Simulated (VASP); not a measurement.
Output of a VASP run:

### OSZICAR
```
       N       E                     dE             d eps       ncg     rms          rms(c)
DAV:   1     0.966288879839E+02    0.96629E+02   -0.12928E+04  3120   0.235E+03
DAV:   2     0.930380616581E+00   -0.95699E+02   -0.94000E+02  3104   0.300E+02
DAV:   3    -0.175902369205E+01   -0.26894E+01   -0.26845E+01  3880   0.618E+01
DAV:   4    -0.176661238088E+01   -0.75887E-02   -0.75884E-02  3728   0.332E+00
DAV:   5    -0.176662448421E+01   -0.12103E-04   -0.12103E-04  3672   0.110E-01    0.375E+00
DAV:   6    -0.161784555820E+01    0.14878E+00   -0.77288E-01  3232   0.193E+01    0.292E+00
DAV:   7    -0.161410506826E+01    0.37405E-02   -0.21920E-02  3704   0.265E+00    0.149E+00
DAV:   8    -0.161214958803E+01    0.19555E-02   -0.20215E-03  3752   0.762E-01    0.481E-02
DAV:   9    -0.161219154887E+01   -0.41961E-04   -0.26594E-04  4376   0.240E-01    0.304E-02
DAV:  10    -0.161219377850E+01   -0.22296E-05   -0.24603E-05  3472   0.766E-02    0.350E-03
DAV:  11    -0.161219352595E+01    0.25255E-06   -0.19249E-07  2272   0.473E-03
   1 F= -.16121935E+01 E0= -.16123003E+01  d E =-.161219E+01
```

File OUTCAR:
```
------------------------ aborting loop because EDIFF is reached ----------------------------------------
  FORCE on cell =-STRESS in cart. coord.  units (eV):
  Direction    XX          YY          ZZ          XY          YZ          ZX
  --------------------------------------------------------------------------------------
  Total       -0.0016786     -0.0016786      0.0059826      0.0000000      0.0000000      0.0000000
  in kB       -0.0861778     -0.0861779      0.3071469      0.0000000      0.0000000      0.0000000
  external PRESSURE =       0.0449304 kB  Pullay stress =       0.0000000 kB
  volume of cell :       31.21
      direct lattice vectors                 reciprocal lattice vectors
     1.353070444 -2.343587203  0.000000000     0.369529911 -0.213348153  0.000000000
     1.353070444  2.343587203  0.000000000     0.369529911  0.213348153  0.000000000
     0.000000000  0.000000000  4.920685716     0.000000000  0.000000000  0.203223709
 POSITION                                       TOTAL-FORCE (eV/Angst)
 -----------------------------------------------------------------------------------
      1.35307      0.78120      1.23017        -0.000000     -0.000000      0.000000
      1.35307     -0.78120      3.69051         0.000000      0.000000      0.000000
 -----------------------------------------------------------------------------------
    total drift:                                0.000000      0.000078      0.000003
  FREE ENERGIE OF THE ION-ELECTRON SYSTEM (eV)
  ---------------------------------------------------
  free  energy   TOTEN  =        -1.6121935259 eV

  energy  without entropy=       -1.6125138396  energy(sigma->0) =       -1.61230030

 reached required accuracy - stopping structural energy minimisation
```
(Selected blocks of OUTCAR.)

File POSCAR:
```
Zn
1
    1.3530704436    -2.3435872027    -0.0000000000
    1.3530704436     2.3435872027    -0.0000000000
    0.0000000000     0.0000000000     4.9206857161
Zn
2
Direct
  0.3333330000   0.6666670000   0.2500000000
  0.6666670000   0.3333330000   0.7500000000
```

Task: Reconstruct the remaining input files.

Result: Several could match; the one computed here: the input of the run itself, revPBE GGA, plane waves, VASP's PBE PAW potentials (set 64).

File KPOINTS:
```
kpoints
0
gamma
14 14 7
```

### INCAR
```
! general
SYSTEM  = Zn
PREC    = Accurate
ENCUT   = 520
LREAL   = F
LASPH   = T

! electronic loop
EDIFF   = 1E-6
NELM    = 100
ALGO    = Normal
LMAXMIX = 4

! smearing
ISMEAR  = 1
SIGMA   = 0.1

! functional
GGA     = RE

! ions
IBRION  = 2
NSW     = 60
ISIF    = 3
EDIFFG  = -0.01

! output
LWAVE   = F
LCHARG  = F
```

POTCAR, in this order: Zn (PBE.64 set). Program: vasp_std.

The compound is Zn in the hcp structure. It was relaxed first. The start is the result of an earlier pass.
